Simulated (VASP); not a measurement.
# Cs2BH5 (I4/mmm) in VASP: relaxation of cell and atoms with PBE

Aim: the relaxation of cell and atoms of Cs2BH5 with PBE.

Everything below comes from runs of VASP 6.6.1. Logs are shortened: lines on timing, memory, paths and dates and some standing lists are left out, and cuts for length are marked.

## (1) The cell of the first run

Symmetry: I4/mmm, No. 139, tetragonal system. The conventional cell has a = 5.742 Å, b = 5.742 Å, c = 9.608 Å, α = 90.00°, β = 90.00°, γ = 90.00°. Around Cs (site symmetry -4m2) lie 2 H at 2.40 Å. Around B (site symmetry 4/mmm) lie 2 H at 2.05 Å. Around H (site symmetry mmm) lie 2 Cs at 2.40 Å. H (site symmetry 4mm) is surrounded by 1 B at 2.05 Å. H (site symmetry 4/mmm) is surrounded by 6 H at 2.75 to 2.87 Å.

The cell was built by a generator and needn't be a form met in nature.

## (2) Relaxation of cell and atoms, PBE (random cell by space group and Wyckoff sites (I4/mmm, No. 139))

File INCAR:

```
SYSTEM = Cs2BH5
ALGO = Fast ; EDIFF = 1E-7
EDIFFG = -0.04 ; ENCUT = 600
GGA = PE ; IBRION = 2
ISIF = 3 ; ISMEAR = 0
LASPH = .True. ; LCHARG = .False.
LREAL = .False. ; LWAVE = .False.
NELM = 100 ; NSW = 90
PREC = Accurate ; SIGMA = 0.1
```

File KPOINTS:

```
k-points
0
Gamma
  4 4 4
  0 0 0
```

File POSCAR:

```
Cs2BH5
1.0
   -2.8710189000      2.8710189000      4.8038765400
    2.8710189000     -2.8710189000      4.8038765400
    2.8710189000      2.8710189000     -4.8038765400
Cs B H
2 1 5
Direct
    0.7500000000      0.2500000000      0.5000000000
    0.2500000000      0.7500000000      0.5000000000
    0.0000000000      0.0000000000      0.0000000000
    0.5000000000      0.0000000000      0.5000000000
    0.0000000000      0.5000000000      0.5000000000
    0.2132536200      0.2132536200      0.0000000000
    0.7867463800      0.7867463800      0.0000000000
    0.5000000000      0.5000000000      0.0000000000
```

Potentials or basis: VASP PAW PBE potentials, release 64 (Cs_sv, B, H).

Run with:

```sh
$ cat potpaw_PBE.64/Cs_sv/POTCAR potpaw_PBE.64/B/POTCAR potpaw_PBE.64/H/POTCAR > POTCAR
$ mpirun -np 1 vasp_std > vasp.out
```

OUTCAR:

```text
SYSTEM = Cs2BH5
   EDIFF = 1E-7
   EDIFFG = -0.04
   ENCUT = 600
   GGA = PE
   IBRION = 2
   ISIF = 3
   ISMEAR = 0
   LASPH = .True.
   LREAL = .False.
   NELM = 100
   NSW = 90
   PREC = Accurate

 ion  position               nearest neighbor table
   1  0.750  0.250  0.500-
   2  0.250  0.750  0.500-
   3  0.000  0.000  0.000-
   4  0.500  0.000  0.500-
   5  0.000  0.500  0.500-
   6  0.213  0.213  0.000-
   7  0.787  0.787  0.000-
   8  0.500  0.500  0.000-

  LATTYP: Found a body centered tetragonal cell.
 ALAT       =     5.7420378000
 C/A-ratio  =     1.6732305524

  Lattice vectors:

 A1 = (  -2.8710189000,   2.8710189000,   4.8038765400)
 A2 = (   2.8710189000,  -2.8710189000,   4.8038765400)
 A3 = (   2.8710189000,   2.8710189000,  -4.8038765400)

Analysis of symmetry for initial positions (statically):
=====================================================================
 Subroutine PRICEL returns:
 Original cell was already a primitive cell.

 Routine SETGRP: Setting up the symmetry group for a
 body centered tetragonal supercell.

 Subroutine GETGRP returns: Found 16 space group operations
 (whereof 16 operations were pure point group operations)
 out of a pool of 16 trial point group operations.

The static configuration has the point symmetry D_4h.

Analysis of symmetry for dynamics (positions and initial velocities):
=====================================================================
 Subroutine PRICEL returns:
 Original cell was already a primitive cell.

 Routine SETGRP: Setting up the symmetry group for a
 body centered tetragonal supercell.

 Subroutine GETGRP returns: Found 16 space group operations
 (whereof 16 operations were pure point group operations)
 out of a pool of 16 trial point group operations.

The dynamic configuration has the point symmetry D_4h.

 Subroutine INISYM returns: Found 16 space group operations
 (whereof 16 operations are pure point group operations),
 and found     1 'primitive' translations

----------------------------------------------------------------------------------------

                                     Primitive cell

  volume of cell :     158.3886

  direct lattice vectors                    reciprocal lattice vectors
    -2.871018900  2.871018900  4.803876540     0.000000000  0.174154200  0.104082608
     2.871018900 -2.871018900  4.803876540     0.174154200  0.000000000  0.104082608
     2.871018900  2.871018900 -4.803876540     0.174154200  0.174154200  0.000000000

  length of vectors
     6.289891005  6.289891005  6.289891005     0.202886359  0.202886359  0.246291232
[... 103 lines left out ...]
  Fermi-wavevector in a.u.,A,eV,Ry     =   0.896378  1.693909 10.932199  0.803494
  Thomas-Fermi vector in A             =   2.018829
   LORBIT       =      0    0 simple, 1 ext, 2 COOP (PROOUT), +10 PAW based schemes
   GGA     = PE    functional components
   LHFCALC =     F    Hartree Fock is set to
   AEXX    =    0.0000 exact exchange contribution
   IVDW    =     0    specifies the selected vdW correction
   LEPSILON=     F    determine dielectric tensor
   LRPA    =     F    only Hartree local field effects (RPA)
 conjugate gradient relaxation of ions
 non-spin polarized calculation
 RMM-DIIS sequential band-by-band and
 Gauss-broadening in eV      SIGMA  =   0.10
  energy-cutoff  :      600.00
  volume of cell :      158.39
 maximum number of plane-waves:      5335
   NGX = 25   NGY = 25   NGZ = 25

--------------------------------------- Ionic step        1  -------------------------------------------

 number of electron      26.0000000 magnetization

 Free energy of the ion-electron system (eV)
  ---------------------------------------------------
  ext. energy  EPLUGINS =         0.00000000
  ---------------------------------------------------
  free energy    TOTEN  =       -15.55412711 eV

  energy without entropy =      -15.53091525  energy(sigma->0) =      -15.54252118

------------------------ aborting loop because EDIFF is reached ----------------------------------------

  FORCE on cell =-STRESS in cart. coord.  units (eV):
  Direction    XX          YY          ZZ          XY          YZ          ZX
  --------------------------------------------------------------------------------------
  -------------------------------------------------------------------------------------
  Total       -1.0003140     -1.0003140      0.3745593      0.0000000      0.0000000      0.0000000
  in kB      -10.1186603    -10.1186603      3.7888481      0.0000000      0.0000000      0.0000000
  external PRESSURE =      -5.4828242 kB  Pullay stress =       0.0000000 kB
[... 29 lines left out ...]
--------------------------------------- Ionic step        2  -------------------------------------------

 number of electron      25.9999999 magnetization

 E-fermi :  -0.0921     XC(G=0):  -7.7755

 val. band max:       -0.1345132244   @ k =   0.5000   0.5000   0.2500
 cond. band min:      -0.0808162320   @ k =   0.5000   0.0000   0.0000
 fundamental gap:      0.0536969923
 Fermi energy:        -0.0921040458

 k-point     1 :       0.0000    0.0000    0.0000
  band No.  band energies     occupation
      1     -21.1583      2.00000
      2     -20.9484      2.00000
      3      -8.3939      2.00000
      4      -8.3939      2.00000
      5      -8.3632      2.00000
      6      -7.9634      2.00000
[... 339 lines left out ...]
  FREE ENERGIE OF THE ION-ELECTRON SYSTEM (eV)
  ---------------------------------------------------
  free  energy   TOTEN  =       -16.2695420152 eV

  energy  without entropy=      -16.2568151948  energy(sigma->0) =      -16.26317861

[... ionic steps 4 to 14 ...]

--------------------------------------- Ionic step       15  -------------------------------------------

 number of electron      26.0000000 magnetization

------------------------ aborting loop because EDIFF is reached ----------------------------------------
[... 79 lines left out ...]
--------------------------------------- Ionic step       17  -------------------------------------------

 number of electron      26.0000001 magnetization

 Free energy of the ion-electron system (eV)
  ---------------------------------------------------
  ext. energy  EPLUGINS =         0.00000000
  ---------------------------------------------------
  free energy    TOTEN  =       -19.77923508 eV

  energy without entropy =      -19.76069608  energy(sigma->0) =      -19.76996558

 E-fermi :   1.1375     XC(G=0):  -7.8893

 val. band max:        1.1248496553   @ k =   0.2500   0.0000   0.0000
 cond. band min:       1.1923678629   @ k =  -0.2500   0.2500   0.2500
 fundamental gap:      0.0675182076
 Fermi energy:         1.1375365552

 k-point     1 :       0.0000    0.0000    0.0000
  band No.  band energies     occupation
      1     -21.6882      2.00000
      2     -21.3139      2.00000
      3      -9.1515      2.00000
      4      -9.1515      2.00000
      5      -8.4446      2.00000
      6      -8.0407      2.00000
[... 297 lines left out ...]
  FREE ENERGIE OF THE ION-ELECTRON SYSTEM (eV)
  ---------------------------------------------------
  free  energy   TOTEN  =       -19.7792350820 eV

  energy  without entropy=      -19.7606960845  energy(sigma->0) =      -19.76996558

 reached required accuracy - stopping structural energy minimisation
```

CONTCAR:

```text
Cs2BH5
   1.00000000000000
    -2.6591391666745277    2.6591391666745277    5.2587068214906472
     2.6591391666745277   -2.6591391666745277    5.2587068214906472
     2.6591391666745277    2.6591391666745277   -5.2587068214906472
  Cs              B               H
     2     1     5
Direct
     0.7500000000000000    0.2500000000000000    0.5000000000000000
     0.2500000000000000    0.7500000000000000    0.5000000000000000
     0.0000000000000000    0.0000000000000000    0.0000000000000000
     0.5000000000000000    0.0000000000000000    0.5000000000000000
     0.0000000000000000    0.5000000000000000    0.5000000000000000
     0.1121888020576607    0.1121888020576607    0.0000000000000000
     0.8878111979423393    0.8878111979423393    0.0000000000000000
     0.5000000000000000    0.5000000000000000    0.0000000000000000

  0.00000000E+00  0.00000000E+00  0.00000000E+00
  0.00000000E+00  0.00000000E+00  0.00000000E+00
  0.00000000E+00  0.00000000E+00  0.00000000E+00
  0.00000000E+00  0.00000000E+00  0.00000000E+00
  0.00000000E+00  0.00000000E+00  0.00000000E+00
  0.00000000E+00  0.00000000E+00  0.00000000E+00
  0.00000000E+00  0.00000000E+00  0.00000000E+00
  0.00000000E+00  0.00000000E+00  0.00000000E+00
```

It took 13 min on 1 thread of Intel Xeon Platinum 8488C (Sapphire Rapids), shared host; peak memory 0.42 GiB.

Results:

- Free energy: -19.7792 eV
- Relaxed volume: 18.59 Å³/atom
- Relaxed cell: a = 6.465 Å, b = 6.465 Å, c = 6.465 Å, α = 131.43°, β = 131.43°, γ = 71.14°
- Space group after relaxing (to 0.05 Å): I4/mmm (No. 139)
- Energy gained by relaxing: 528.1 meV/atom
- Ionic steps: 17
- Pressure after relaxing: 0.0 GPa
- Largest force after relaxing: 0.019 eV/Å
- Band gap on the k mesh: none (metal or under the smearing width)

Forces in eV/Å, atoms in the order of the input:
```
Cs   0.000  0.000  0.000
Cs   0.000  0.000  0.000
B    0.000  0.000  0.000
H    0.000  0.000  0.000
H    0.000  0.000  0.000
H    0.000  0.000  0.019
H    0.000  0.000 -0.019
H    0.000  0.000  0.000
```

Step by step:
| step | energy change (eV) | largest force (eV/Å) | pressure (GPa) | volume (Å³) |
| --- | --- | --- | --- | --- |
| 1 | 0.0000 | 1.1603 | -0.55 | 158.39 |
| 2 | -0.1517 | 1.3166 | -0.63 | 156.84 |
| 3 | -0.7154 | 1.8199 | -1.03 | 152.20 |
| 4 | -2.4422 | 3.1785 | -1.88 | 143.02 |
| 5 | -0.1342 | 16.9901 | 15.33 | 125.06 |
| 6 | -3.1922 | 3.0312 | -1.32 | 140.13 |
| 7 | -4.0586 | 1.0174 | 3.24 | 132.54 |
| 8 | -4.0760 | 0.6702 | 1.59 | 134.42 |
| 9 | -4.0963 | 0.0629 | 2.20 | 133.67 |
| 10 | -4.1344 | 1.2421 | 0.76 | 144.59 |
| 11 | -4.1908 | 0.6781 | 1.31 | 139.75 |
| 12 | -3.9279 | 1.9076 | -2.56 | 150.30 |
| 13 | -4.2135 | 0.0871 | 0.27 | 141.93 |
| 14 | -4.2136 | 0.0353 | 0.34 | 141.75 |
| 15 | -4.2136 | 0.0234 | 0.36 | 141.71 |
| 16 | -4.2205 | 0.0093 | 0.22 | 143.97 |
| 17 | -4.2251 | 0.0192 | -0.03 | 148.74 |

Final structure:
```
CELL_PARAMETERS angstrom
-2.65914 2.65914 5.25871
2.65914 -2.65914 5.25871
2.65914 2.65914 -5.25871
ATOMIC_POSITIONS crystal
Cs 0.75000 0.25000 0.50000
Cs 0.25000 0.75000 0.50000
B 0.00000 0.00000 0.00000
H 0.50000 0.00000 0.50000
H 0.00000 0.50000 0.50000
H 0.11219 0.11219 0.00000
H 0.88781 0.88781 0.00000
H 0.50000 0.50000 0.00000
```

Levels at points of the mesh, in eV from the Fermi level:
```tsv
k point	band 10	band 11	band 12	band 13	band 14	band 15	band 16	band 17
(0.00, 0.00, 0.00)	-6.76	-2.67	-0.29	-0.29	-0.22	-0.17	1.44	2.15
(0.50, 0.00, 0.00)	-6.71	-2.58	-1.27	-0.19	0.06	2.11	2.31	3.72
(0.50, 0.50, 0.00)	-6.70	-2.75	-1.50	-1.10	1.67	2.29	2.50	3.39
(0.50, 0.50, 0.50)	-7.03	-1.99	-1.54	0.22	0.22	0.83	1.49	1.49
```

Caveat: the k mesh is coarse (spacing up to 0.39 Å⁻¹), so the values aren't converged. The run has no spin-orbit coupling, so splittings on Cs are missing.
